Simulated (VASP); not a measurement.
VASP ran on this input.

### INCAR
```
NSW=40
ALGO=Normal   ! blocked Davidson
EDIFF=1E-6
LASPH=.TRUE.   ! aspherical one-centre terms
LCHARG=.FALSE.
NELM=100
SIGMA=0.05
PREC=Accurate
LREAL=.FALSE.   ! projection in real space or not
LMAXMIX=4   ! l cut-off of mixed one-centre charges
SYSTEM=BaTiO3
ENCUT=620
IBRION=2   ! conjugate gradients
LWAVE=.FALSE.
ISIF=3
ISMEAR=0   ! Gaussian
EDIFFG=-0.02
PSTRESS=450   ! kbar
```

**POSCAR**
```
BaTiO3
1
    3.7976007904     0.0000000000     0.0000000000
    0.0000000000     3.7976007904     0.0000000000
    0.0000000000     0.0000000000     3.7976639077
Ba Ti O
1 1 3
Direct
  0.0000000000   0.0000000000   0.9930121292
  0.5000000000   0.5000000000   0.4934442125
  0.5000000000   0.5000000000   0.9926690853
  0.0000000000   0.5000000000   0.4924372863
  0.5000000000   0.0000000000   0.4924372863
```

**KPOINTS**
```
Automatic mesh
0
Gamma
6 6 6
0 0 0
```

POTCAR, in this order: Ba_sv Ti_sv O (LDA.64 set). Program: vasp_std.

Q: Write an equivalent input for Quantum ESPRESSO's pw.x.

A: One equivalent input (not run):
```
&CONTROL
  calculation = 'vc-relax'
  pseudo_dir = './pseudo'
  outdir = './out'
  tprnfor = .true.
  tstress = .true.
  nstep = 40
  forc_conv_thr = 0.00078
/
&SYSTEM
  ibrav = 0
  nat = 5
  ntyp = 3
  ecutwfc = 84
  occupations = 'smearing'
  smearing = 'gaussian'
  degauss = 0.003675
  input_dft = 'pz'
/
&ELECTRONS
  conv_thr = 7.3e-08
  electron_maxstep = 100
/
&IONS
/
&CELL
  press = 450
/
ATOMIC_SPECIES
  Ba 137.327 Ba.upf
  Ti 47.867 Ti.upf
  O 15.999 O.upf
CELL_PARAMETERS angstrom
     3.7976008    0.0000000    0.0000000
     0.0000000    3.7976008    0.0000000
     0.0000000    0.0000000    3.7976639
ATOMIC_POSITIONS crystal
  Ba   0.0000000  0.0000000  0.9930121
  Ti   0.5000000  0.5000000  0.4934442
  O    0.5000000  0.5000000  0.9926691
  O    0.0000000  0.5000000  0.4924373
  O    0.5000000  0.0000000  0.4924373
K_POINTS automatic
  6 6 6 0 0 0
```
Limits of the translation: the potentials are each code's own (VASP's PAW set, PseudoDojo norm-conserving files in pw.x), so ENCUT and ecutwfc are chosen apart and not converted; conv_thr bounds pw.x's estimated SCF error, while EDIFF bounds the energy change between steps; forc_conv_thr acts on force components and is met together with etot_conv_thr.

The compound is BaTiO3 in the tetragonal perovskite structure. This run relaxes it under an external pressure of 45 GPa. Symmetry was kept, so distortions that lower it aren't found.
